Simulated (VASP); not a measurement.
A convergence study with VASP on TlBr (CsCl type): one setting is varied, all else stays as given below, so the limit is that of these other settings.

```xyz
2
Lattice="3.9900 0.0000 0.0000 0.0000 3.9900 0.0000 0.0000 0.0000 3.9900" Properties=species:S:1:pos:R:3 pbc="T T T"
Tl     0.0000     0.0000     0.0000
Br     1.9950     1.9950     1.9950
```

Level of theory: PBE GGA, VASP's PBE PAW potentials (set 64) (plane waves; VASP). The tightest run used: 550 eV cut-off, 12×12×12 Monkhorst-Pack mesh, Gaussian smearing of 0.050 eV, potentials Tl_d Br.

```json
[
 {"setting": "1×1×1 mesh", "E (eV/atom)": "-2.7647", "pressure (GPa)": "-0.83", "irreducible k-points": "1"},
 {"setting": "2×2×2 mesh", "E (eV/atom)": "-2.8479", "pressure (GPa)": "0.30", "irreducible k-points": "1"},
 {"setting": "3×3×3 mesh", "E (eV/atom)": "-2.7635", "pressure (GPa)": "0.89", "irreducible k-points": "4"}
]
```

Task: These are the cheaper rows. Estimate the results at 12×12×12 mesh, and how far the last row shown lies from them.

Result: 
```
quantity        tightest run  last row shown is off by
--------------  ------------  ------------------------
E (eV/atom)          -2.7680                    0.0045
pressure (GPa)          1.01                     -0.11
```

Left out are rungs that failed or repeat a setting and relaxations that didn't move; long series are thinned to 24 rows.

The compound is TlBr in the CsCl type structure. The cell was not relaxed at this level.
